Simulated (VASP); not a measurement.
Computed with PBE GGA, VASP's PBE PAW potentials (set 64) (plane waves; VASP).

VASP input:

File POSCAR:
```
Ga35CN35
1
    4.8683178927    -8.4321738171     0.0000000000
    4.8683178927     8.4321738171     0.0000000000
    0.0000000000     0.0000000000    10.5562839806
Ga N C
35 35 1
Direct
  0.2273410000   0.1142020000   0.2530950000
  0.1111110000   0.2222220000   0.0000000000
  0.2219350000   0.1117750000   0.7514000000
  0.1143040000   0.2292750000   0.4991640000
  0.2222220000   0.4444440000   0.2500000000
  0.1111110000   0.5555560000   0.0000000000
  0.2222220000   0.4444440000   0.7500000000
  0.1111110000   0.5555560000   0.5000000000
  0.2222220000   0.7777780000   0.2500000000
  0.1111110000   0.8888890000   0.0000000000
  0.2222220000   0.7777780000   0.7500000000
  0.1111110000   0.8888890000   0.5000000000
  0.5528000000   0.1046470000   0.2540920000
  0.4444440000   0.2222220000   0.0000000000
  0.5566480000   0.1102890000   0.7515420000
  0.5582510000   0.4415480000   0.2482220000
  0.4444440000   0.5555560000   0.0000000000
  0.5603640000   0.4453840000   0.7527290000
  0.4483370000   0.5539200000   0.5005900000
  0.5555560000   0.7777780000   0.2500000000
  0.4444440000   0.8888890000   0.0000000000
  0.5555560000   0.7777780000   0.7500000000
  0.4444440000   0.8888890000   0.5000000000
  0.8888890000   0.1111110000   0.2500000000
  0.7777780000   0.2222220000   0.0000000000
  0.8888890000   0.1111110000   0.7500000000
  0.7779430000   0.2276260000   0.4954370000
  0.8888890000   0.4444440000   0.2500000000
  0.7777780000   0.5555560000   0.0000000000
  0.8888890000   0.4444440000   0.7500000000
  0.7795070000   0.5622960000   0.4975110000
  0.8888890000   0.7777780000   0.2500000000
  0.7777780000   0.8888890000   0.0000000000
  0.8888890000   0.7777780000   0.7500000000
  0.7777780000   0.8888890000   0.5000000000
  0.2230240000   0.1109330000   0.4369140000
  0.1111110000   0.2222220000   0.1885000000
  0.2222220000   0.1111110000   0.9385000000
  0.1111110000   0.2222220000   0.6885000000
  0.2222220000   0.4444440000   0.4385000000
  0.1111110000   0.5555560000   0.1885000000
  0.2222220000   0.4444440000   0.9385000000
  0.1111110000   0.5555560000   0.6885000000
  0.2222220000   0.7777780000   0.4385000000
  0.1111110000   0.8888890000   0.1885000000
  0.2222220000   0.7777780000   0.9385000000
  0.1111110000   0.8888890000   0.6885000000
  0.5511450000   0.1084890000   0.4361070000
  0.4444440000   0.2222220000   0.1885000000
  0.5555560000   0.1111110000   0.9385000000
  0.4391730000   0.2194900000   0.6856530000
  0.4444440000   0.5555560000   0.1885000000
  0.5555560000   0.4444440000   0.9385000000
  0.4444440000   0.5555560000   0.6885000000
  0.5555560000   0.7777780000   0.4385000000
  0.4444440000   0.8888890000   0.1885000000
  0.5555560000   0.7777780000   0.9385000000
  0.4444440000   0.8888890000   0.6885000000
  0.8888890000   0.1111110000   0.4385000000
  0.7777780000   0.2222220000   0.1885000000
  0.8888890000   0.1111110000   0.9385000000
  0.7777780000   0.2222220000   0.6885000000
  0.8888890000   0.4444440000   0.4385000000
  0.7777780000   0.5555560000   0.1885000000
  0.8888890000   0.4444440000   0.9385000000
  0.7777780000   0.5555560000   0.6885000000
  0.8888890000   0.7777780000   0.4385000000
  0.7777780000   0.8888890000   0.1885000000
  0.8888890000   0.7777780000   0.9385000000
  0.7777780000   0.8888890000   0.6885000000
  0.5521950000   0.4450430000   0.4363450000
```

### KPOINTS
```
Automatic mesh
0
Gamma
 1 1 1
0 0 0
```

INCAR:
```
ALGO = Fast
EDIFF = 1E-5
EDIFFG = -0.03
ENCUT = 400
GGA = PE
IBRION = 2
ISIF = 2
ISMEAR = 0
ISPIN = 2
ISYM = 0
LASPH = .TRUE.
LCHARG = .FALSE.
LMAXMIX = 4
LORBIT = 10
LREAL = Auto
LWAVE = .TRUE.
MAGMOM = 71*0.0141
NELECT = 285.0
NELM = 100
NELMIN = 4
NSW = 70
NUPDOWN = 1
PREC = Normal
SIGMA = 0.05
SYSTEM = Ga35CN35
```

POTCAR, in this order: Ga N C (PBE.64 set). Program: vasp_gam.

The run wrote:

**OSZICAR**
```
...
DAV:   1    -0.418926673235E+03   -0.25507E-04   -0.29328E-02   864   0.419E-01    0.358E-02
RMM:   2    -0.418926712768E+03   -0.39533E-04   -0.48245E-04   720   0.476E-02    0.172E-02
RMM:   3    -0.418926719406E+03   -0.66379E-05   -0.76954E-05   595   0.184E-02    0.121E-02
RMM:   4    -0.418926718981E+03    0.42467E-06   -0.13602E-05   448   0.807E-03
  11 F= -.41892672E+03 E0= -.41892672E+03  d E =-.132301E-01  mag=     1.0000
       N       E                     dE             d eps       ncg     rms          rms(c)
DAV:   1    -0.418927896787E+03   -0.11774E-02   -0.15642E+00   728   0.312E+00    0.254E-01
RMM:   2    -0.418930045247E+03   -0.21485E-02   -0.27255E-02   720   0.361E-01    0.120E-01
RMM:   3    -0.418930341036E+03   -0.29579E-03   -0.45022E-03   781   0.136E-01    0.854E-02
RMM:   4    -0.418930239075E+03    0.10196E-03   -0.63569E-04   728   0.563E-02    0.475E-02
RMM:   5    -0.418930226203E+03    0.12872E-04   -0.31534E-04   720   0.375E-02    0.183E-02
RMM:   6    -0.418930230889E+03   -0.46855E-05   -0.74492E-05   608   0.166E-02
  12 F= -.41893023E+03 E0= -.41893023E+03  d E =-.351191E-02  mag=     1.0000
       N       E                     dE             d eps       ncg     rms          rms(c)
DAV:   1    -0.418930276227E+03   -0.50023E-04   -0.29131E-02   832   0.425E-01    0.340E-02
RMM:   2    -0.418930310437E+03   -0.34211E-04   -0.47194E-04   720   0.475E-02    0.152E-02
RMM:   3    -0.418930314111E+03   -0.36731E-05   -0.72144E-05   588   0.176E-02    0.102E-02
RMM:   4    -0.418930312274E+03    0.18363E-05   -0.11151E-05   439   0.740E-03
  13 F= -.41893031E+03 E0= -.41893031E+03  d E =-.359329E-02  mag=     1.0000
       N       E                     dE             d eps       ncg     rms          rms(c)
DAV:   1    -0.418930920443E+03   -0.60633E-03   -0.60022E-01   728   0.195E+00    0.150E-01
RMM:   2    -0.418931763990E+03   -0.84355E-03   -0.10138E-02   720   0.220E-01    0.682E-02
RMM:   3    -0.418931884836E+03   -0.12085E-03   -0.16636E-03   781   0.830E-02    0.496E-02
RMM:   4    -0.418931848378E+03    0.36458E-04   -0.21351E-04   728   0.335E-02    0.280E-02
RMM:   5    -0.418931840858E+03    0.75201E-05   -0.11545E-04   719   0.231E-02    0.983E-03
RMM:   6    -0.418931841858E+03   -0.10004E-05   -0.19988E-05   453   0.989E-03
  14 F= -.41893184E+03 E0= -.41893184E+03  d E =-.152958E-02  mag=     1.0000
       N       E                     dE             d eps       ncg     rms          rms(c)
DAV:   1    -0.418931845499E+03   -0.46409E-05   -0.10265E-03   840   0.801E-02    0.639E-03
RMM:   2    -0.418931846375E+03   -0.87583E-06   -0.14724E-05   439   0.846E-03    0.282E-03
RMM:   3    -0.418931846374E+03    0.78217E-09   -0.17297E-06   386   0.305E-03    0.162E-03
RMM:   4    -0.418931846277E+03    0.96996E-07   -0.18910E-07   158   0.148E-03
  15 F= -.41893185E+03 E0= -.41893185E+03  d E =-.153400E-02  mag=     1.0000
       N       E                     dE             d eps       ncg     rms          rms(c)
DAV:   1    -0.418932153830E+03   -0.30746E-03   -0.27903E-01   736   0.134E+00    0.103E-01
RMM:   2    -0.418932526282E+03   -0.37245E-03   -0.48488E-03   720   0.155E-01    0.489E-02
RMM:   3    -0.418932583433E+03   -0.57151E-04   -0.87294E-04   801   0.590E-02    0.365E-02
RMM:   4    -0.418932562366E+03    0.21066E-04   -0.99020E-05   721   0.234E-02    0.213E-02
RMM:   5    -0.418932557805E+03    0.45611E-05   -0.64879E-05   678   0.172E-02
  16 F= -.41893256E+03 E0= -.41893256E+03  d E =-.711528E-03  mag=     1.0000
       N       E                     dE             d eps       ncg     rms          rms(c)
DAV:   1    -0.418932582463E+03   -0.20096E-04   -0.78639E-03   784   0.225E-01    0.173E-02
RMM:   2    -0.418932590725E+03   -0.82622E-05   -0.12239E-04   716   0.246E-02    0.814E-03
RMM:   3    -0.418932591330E+03   -0.60444E-06   -0.17014E-05   446   0.905E-03    0.510E-03
RMM:   4    -0.418932590799E+03    0.53045E-06   -0.33882E-06   427   0.397E-03
  17 F= -.41893259E+03 E0= -.41893259E+03  d E =-.744522E-03  mag=     1.0000
       N       E                     dE             d eps       ncg     rms          rms(c)
DAV:   1    -0.418932689754E+03   -0.98424E-04   -0.18385E-01   736   0.110E+00    0.787E-02
RMM:   2    -0.418932943238E+03   -0.25348E-03   -0.31610E-03   720   0.125E-01    0.358E-02
RMM:   3    -0.418932982661E+03   -0.39424E-04   -0.57576E-04   804   0.478E-02    0.270E-02
RMM:   4    -0.418932969192E+03    0.13469E-04   -0.68218E-05   695   0.195E-02    0.139E-02
RMM:   5    -0.418932968776E+03    0.41583E-06   -0.28499E-05   481   0.120E-02
  18 F= -.41893297E+03 E0= -.41893297E+03  d E =-.377977E-03  mag=     1.0000
       N       E                     dE             d eps       ncg     rms          rms(c)
DAV:   1    -0.418932994802E+03   -0.25609E-04   -0.92618E-03   768   0.246E-01    0.172E-02
RMM:   2    -0.418933005827E+03   -0.11026E-04   -0.14595E-04   716   0.269E-02    0.789E-03
RMM:   3    -0.418933006902E+03   -0.10743E-05   -0.21670E-05   475   0.100E-02    0.520E-03
RMM:   4    -0.418933006399E+03    0.50259E-06   -0.38536E-06   417   0.434E-03
  19 F= -.41893301E+03 E0= -.41893301E+03  d E =-.415600E-03  mag=     1.0000
       N       E                     dE             d eps       ncg     rms          rms(c)
DAV:   1    -0.418932882601E+03    0.12430E-03   -0.15275E-01   736   0.999E-01    0.729E-02
RMM:   2    -0.418933100567E+03   -0.21797E-03   -0.27214E-03   720   0.116E-01    0.325E-02
RMM:   3    -0.418933131264E+03   -0.30698E-04   -0.49135E-04   804   0.440E-02    0.246E-02
RMM:   4    -0.418933119131E+03    0.12133E-04   -0.64544E-05   705   0.188E-02    0.104E-02
RMM:   5    -0.418933119458E+03   -0.32670E-06   -0.19943E-05   450   0.102E-02
  20 F= -.41893312E+03 E0= -.41893312E+03  d E =-.113059E-03  mag=     1.0000
       N       E                     dE             d eps       ncg     rms          rms(c)
DAV:   1    -0.418933188830E+03   -0.69699E-04   -0.28676E-02   736   0.433E-01    0.308E-02
RMM:   2    -0.418933226737E+03   -0.37908E-04   -0.48482E-04   720   0.488E-02    0.137E-02
RMM:   3    -0.418933231195E+03   -0.44580E-05   -0.82498E-05   620   0.184E-02    0.975E-03
RMM:   4    -0.418933229022E+03    0.21738E-05   -0.10773E-05   430   0.772E-03
  21 F= -.41893323E+03 E0= -.41893323E+03  d E =-.222623E-03  mag=     1.0000
       N       E                     dE             d eps       ncg     rms          rms(c)
DAV:   1    -0.418933221786E+03    0.94089E-05   -0.49950E-02   736   0.573E-01    0.454E-02
RMM:   2    -0.418933299340E+03   -0.77554E-04   -0.95893E-04   720   0.688E-02    0.205E-02
RMM:   3    -0.418933308090E+03   -0.87498E-05   -0.15655E-04   716   0.253E-02    0.142E-02
RMM:   4    -0.418933304107E+03    0.39828E-05   -0.23629E-05   451   0.111E-02
  22 F= -.41893330E+03 E0= -.41893330E+03  d E =-.750858E-04  mag=     1.0000
       N       E                     dE             d eps       ncg     rms          rms(c)
DAV:   1    -0.418933329251E+03   -0.21161E-04   -0.82168E-03   736   0.233E-01    0.179E-02
RMM:   2    -0.418933341743E+03   -0.12492E-04   -0.15184E-04   718   0.274E-02    0.779E-03
RMM:   3    -0.418933342626E+03   -0.88357E-06   -0.20361E-05   433   0.977E-03    0.504E-03
RMM:   4    -0.418933342241E+03    0.38545E-06   -0.38443E-06   378   0.427E-03
  23 F= -.41893334E+03 E0= -.41893334E+03  d E =-.113219E-03  mag=     1.0000
       N       E                     dE             d eps       ncg     rms          rms(c)
DAV:   1    -0.418933344963E+03   -0.23367E-05   -0.37369E-02   736   0.496E-01    0.376E-02
RMM:   2    -0.418933401064E+03   -0.56101E-04   -0.68491E-04   720   0.579E-02    0.167E-02
RMM:   3    -0.418933407589E+03   -0.65253E-05   -0.11272E-04   663   0.216E-02    0.118E-02
RMM:   4    -0.418933404819E+03    0.27703E-05   -0.15761E-05   435   0.918E-03
  24 F= -.41893340E+03 E0= -.41893340E+03  d E =-.625778E-04  mag=     1.0000
```

**OUTCAR**
```
------------------------ aborting loop because EDIFF is reached ----------------------------------------
  FORCE on cell =-STRESS in cart. coord.  units (eV):
  Direction    XX          YY          ZZ          XY          YZ          ZX
  --------------------------------------------------------------------------------------
  Total       -0.1244502      2.5461473     -2.4564867     -2.0237387      0.9546164      1.5932757
  in kB       -0.2300629      4.7068957     -4.5411459     -3.7411531      1.7647367      2.9453844
  external PRESSURE =      -0.0214377 kB  Pullay stress =       0.0000000 kB
  volume of cell :      866.68
      direct lattice vectors                 reciprocal lattice vectors
     4.868317893 -8.432173817  0.000000000     0.102704879 -0.059296690  0.000000000
     4.868317893  8.432173817  0.000000000     0.102704879  0.059296690  0.000000000
     0.000000000  0.000000000 10.556283981     0.000000000  0.000000000  0.094730305
  FREE ENERGIE OF THE ION-ELECTRON SYSTEM (eV)
  ---------------------------------------------------
  free  energy   TOTEN  =      -418.9334048188 eV

  energy  without entropy=     -418.9334044143  energy(sigma->0) =     -418.93340462

 total charge

# of ion       s       p       d       tot
------------------------------------------
    1        0.992   1.369   0.365   2.726
    2        0.993   1.368   0.367   2.727
    3        0.992   1.370   0.373   2.735
    4        0.998   1.382   0.369   2.750
    5        0.990   1.351   0.359   2.700
    6        0.992   1.358   0.363   2.713
    7        0.993   1.371   0.368   2.733
    8        0.997   1.378   0.372   2.747
    9        0.991   1.357   0.362   2.710
   10        0.993   1.368   0.367   2.728
   11        0.991   1.360   0.363   2.715
   12        0.999   1.370   0.363   2.732
   13        0.992   1.369   0.365   2.726
   14        0.985   1.340   0.358   2.682
   15        0.992   1.370   0.373   2.735
   16        1.015   1.398   0.336   2.749
   17        0.994   1.369   0.368   2.731
   18        0.991   1.371   0.375   2.737
   19        1.025   1.420   0.345   2.790
   20        0.988   1.345   0.357   2.690
   21        0.993   1.368   0.367   2.728
   22        0.992   1.364   0.366   2.722
   23        0.999   1.370   0.363   2.732
   24        0.989   1.346   0.357   2.692
   25        0.993   1.368   0.367   2.727
   26        0.991   1.359   0.364   2.714
   27        0.998   1.382   0.369   2.749
   28        0.990   1.351   0.359   2.701
   29        0.994   1.370   0.368   2.731
   30        0.993   1.371   0.368   2.732
   31        1.025   1.420   0.345   2.790
   32        0.989   1.345   0.357   2.690
   33        0.990   1.354   0.361   2.705
   34        0.992   1.364   0.366   2.722
   35        0.988   1.345   0.355   2.688
   36        1.259   2.360   0.000   3.618
   37        1.231   2.456   0.000   3.686
   38        1.234   2.454   0.000   3.688
   39        1.229   2.458   0.000   3.687
   40        1.230   2.464   0.000   3.693
   41        1.230   2.457   0.000   3.687
   42        1.230   2.460   0.000   3.690
   43        1.230   2.457   0.000   3.687
   44        1.230   2.457   0.000   3.687
   45        1.231   2.455   0.000   3.687
   46        1.229   2.457   0.000   3.686
   47        1.229   2.458   0.000   3.687
   48        1.259   2.360   0.000   3.618
   49        1.233   2.445   0.000   3.678
   50        1.234   2.454   0.000   3.688
   51        1.237   2.430   0.000   3.667
   52        1.233   2.453   0.000   3.685
   53        1.234   2.456   0.000   3.690
   54        1.229   2.463   0.000   3.692
   55        1.245   2.413   0.000   3.658
   56        1.231   2.456   0.000   3.687
   57        1.230   2.460   0.000   3.689
   58        1.229   2.458   0.000   3.687
   59        1.242   2.430   0.000   3.671
   60        1.231   2.455   0.000   3.686
   61        1.230   2.458   0.000   3.688
   62        1.229   2.458   0.000   3.687
   63        1.230   2.464   0.000   3.693
   64        1.233   2.453   0.000   3.685
   65        1.230   2.460   0.000   3.690
   66        1.229   2.463   0.000   3.692
   67        1.245   2.413   0.000   3.658
   68        1.229   2.452   0.000   3.682
   69        1.230   2.460   0.000   3.690
   70        1.229   2.456   0.000   3.685
   71        0.897   1.400   0.000   2.297
--------------------------------------------------
tot         78.888 134.920  12.698 226.505

 magnetization (x)

# of ion       s       p       d       tot
------------------------------------------
    1       -0.003  -0.007   0.009  -0.002
    2       -0.000  -0.000   0.000  -0.000
    3        0.000   0.001  -0.001  -0.000
    4       -0.005  -0.005   0.011   0.001
    5        0.000  -0.000   0.000   0.000
    6       -0.000  -0.000   0.000  -0.000
    7       -0.000  -0.000  -0.000  -0.000
    8       -0.000  -0.001   0.001  -0.001
    9       -0.000   0.000   0.000   0.000
   10       -0.000  -0.000  -0.000  -0.000
...
```
(Selected blocks of OUTCAR.)

### CONTCAR
```
Ga35CN35
   1.00000000000000
     4.8683178927000004   -8.4321738171000007    0.0000000000000000
     4.8683178927000004    8.4321738171000007    0.0000000000000000
     0.0000000000000000    0.0000000000000000   10.5562839805999999
  Ga              N               C
    35    35     1
Direct
     0.2219591816325657    0.1105924117906016    0.2475541459994605
     0.1107900013345005    0.2220714582487158    0.9995722255369859
     0.2273655855430786    0.1150422520505068    0.7474640770743448
     0.1126860077346578    0.2240259550942031    0.5014677076548587
     0.2226134952459252    0.4444358746618189    0.2505605972178471
     0.1112731175909492    0.5557415626974462    0.0010525887346082
     0.2217022119643746    0.4448394139431623    0.7514414735232148
     0.1117581989511348    0.5568230784291091    0.5009138107116407
     0.2224555501809479    0.7781026806411323    0.2499002350812899
     0.1110792483483253    0.8891655296639500    0.9995263211212770
     0.2230049916686893    0.7793264464462992    0.7502079084648364
     0.1143882197195744    0.8911294918309375    0.5013920603884571
     0.5555594891962903    0.1104381996860130    0.2474445421576593
     0.4442849087986032    0.2217475800739289    0.9930461931163214
     0.5543435407192706    0.1149917407802742    0.7474307952561863
     0.5531180107544388    0.4392407344992125    0.2462518658505067
     0.4445721668547069    0.5560754008737484    0.9993893050541793
     0.5549938221922632    0.4432142666188351    0.7493411328166697
     0.4383640471462505    0.5507580354075824    0.5053698906196308
     0.5544974683163345    0.7758032670973813    0.2505102446310880
     0.4448339743776883    0.8890685499711503    0.9995302696944756
     0.5558500594156669    0.7795525078626143    0.7504650813642534
     0.4434388970589793    0.8909283804321766    0.5013042361463378
     0.8891713854201370    0.1114511931656443    0.2507264326742117
     0.7780700793688097    0.2220820656696346    0.9995157099133853
     0.8889835506648688    0.1112817290571946    0.7498153220195826
     0.7779552460081788    0.2240401663391363    0.5014407781578825
     0.8886841489240487    0.4444863333174314    0.2505602976917537
     0.7783404479152900    0.5561928259879758    0.9993634929360971
     0.8898391925523805    0.4448538765594516    0.7514334362993010
     0.7791740637054940    0.5509234623350484    0.5053371973324922
     0.8882637637221333    0.7759921652863933    0.2505469738143096
     0.7778771332602497    0.8889715117607394    0.0007237402136159
     0.8904648972134269    0.7795792160224918    0.7504607342039987
     0.7774143985325405    0.8881447895647167    0.4996734475321253
     0.2002490150535140    0.1011934718529856    0.4304323409199772
     0.1105891563860451    0.2231442392295692    0.1872759988265818
     0.2193871448905498    0.1099007261097289    0.9382546113764517
     0.1108264481809020    0.2233067930732453    0.6889477048456201
     0.2192789348419666    0.4445310456000550    0.4390371372628253
     0.1112799200244837    0.5557029144466451    0.1892654515696228
     0.2215682116931232    0.4446081600302544    0.9390121798145168
     0.1118036663656583    0.5568864817745450    0.6891286031521101
     0.2225936010550877    0.7785066930961345    0.4384800250782077
     0.1099586832622856    0.8868140253105535    0.1872483025314649
     0.2221946798724474    0.7776524906283084    0.9382118125153753
     0.1120459106401821    0.8902019583208713    0.6886993646990683
     0.5675549285143358    0.1009656547686831    0.4303435295449484
     0.4427158078895224    0.2184934958663558    0.1829851435175636
     0.5572853683945033    0.1098575244354072    0.9382763109690864
     0.4462480845222593    0.2257690238497362    0.7021264181880291
     0.4433284661176352    0.5552138671636886    0.1865851004334770
     0.5572283921097210    0.4475600743685022    0.9400868417247501
     0.4432568515547269    0.5575924654082972    0.6925584816098382
     0.5544520524664603    0.7756074804101595    0.4392509065702458
     0.4436393949052592    0.8866309999446377    0.1872107416227400
     0.5563237025103666    0.7786834567374992    0.9385611070818600
     0.4448262457660605    0.8901082677374856    0.6886725333311133
     0.8886432339102326    0.1106347203102000    0.4390668589929704
     0.7794370891552751    0.2231426221938198    0.1872996448912271
     0.8886917176470353    0.1106383191955325    0.9381207991433228
     0.7791221112155069    0.2232871415927515    0.6889480528325581
     0.8918795404216054    0.4445439244519513    0.4390406331135600
     0.7789203487414300    0.5553762985001918    0.1866043530169792
     0.8898481560152776    0.4446356728993496    0.9390189921048093
     0.7811103868190139    0.5576757833745780    0.6925224254039370
     0.8880520202060264    0.7758155895518180    0.4392759496137625
     0.7776304423219341    0.8884237951884236    0.1895542639665775
     0.8891572486794455    0.7787176250397955    0.9385536764499306
     0.7779204306688129    0.8891944171451954    0.6880529236714301
     0.5647481051485259    0.4627876265263735    0.4333575086085179
```

At this cut-off the stress carries a Pulay error, which pulls relaxed volumes low. The cell is charged, with a uniform compensating background. The supercell is sampled at Γ alone, which is coarse: total energies, pressure and levels can be off, energies of defects by several tenths of an eV.

The cell is a supercell with a defect, built from GaN (wurtzite): C_N-vac_Ga, charge -1.
